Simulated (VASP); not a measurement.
```
CELL_PARAMETERS angstrom
      0.00000     3.19198     3.19198
      3.19198     0.00000     3.19198
      3.19198     3.19198     0.00000
ATOMIC_POSITIONS crystal
  K  0.00000 0.00000 0.00000
  Cl 0.50000 0.50000 0.50000
```

Method: PBE GGA, VASP's PBE PAW potentials (set 64) (plane waves; VASP). Settings: 400 eV cut-off, 7×7×7 Γ-centred mesh, Gaussian smearing of 0.010 eV, potentials K_sv Cl.

Q: Give the electronic dielectric tensor ε∞ (DFPT, local fields included).

A: 
```
2.28  0.00  0.00
0.00  2.28  0.00
0.00  0.00  2.28
```

Q: Give the Born effective charges.

A: 
| atom | Z*xx | Z*yy | Z*zz | mean |
|---|---|---|---|---|
| K1 | 1.13 | 1.13 | 1.13 | 1.13 |
| Cl2 | -1.13 | -1.13 | -1.13 | -1.13 |

Q: And the static tensor with the ions free?

A: 
```
5.56  0.00  0.00
0.00  5.56  0.00
0.00  0.00  5.56
```

Q: Which frequencies do the optical Γ-point modes have (no LO-TO splitting)?

A: 126 (×3) cm⁻¹.

The compound is KCl in the rock salt structure. It was relaxed first.
